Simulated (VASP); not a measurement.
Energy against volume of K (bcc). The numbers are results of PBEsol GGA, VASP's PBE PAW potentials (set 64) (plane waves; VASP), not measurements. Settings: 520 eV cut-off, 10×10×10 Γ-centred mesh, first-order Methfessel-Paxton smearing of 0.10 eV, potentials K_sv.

```json
[
 {"V (Å³/atom)": "66.504", "E (eV/atom)": "-1.12605"},
 {"V (Å³/atom)": "68.627", "E (eV/atom)": "-1.12878"},
 {"V (Å³/atom)": "70.749", "E (eV/atom)": "-1.12978"},
 {"V (Å³/atom)": "72.872", "E (eV/atom)": "-1.12928"}
]
```

Problem. Fit these four points and predict the energy of the run at 74.994 Å³/atom.

Solution. A cubic in V^(−2/3), the third-order Birch-Murnaghan form, passes through the four points with V0 = 71.06 Å³/atom and B0 = 4 GPa, and gives -1.1275 eV/atom there. The run gave -1.1275 eV/atom, +0.0 meV/atom from the fit; all five points give B0 = 4 GPa.

The compound is K in the bcc structure. It was relaxed first.
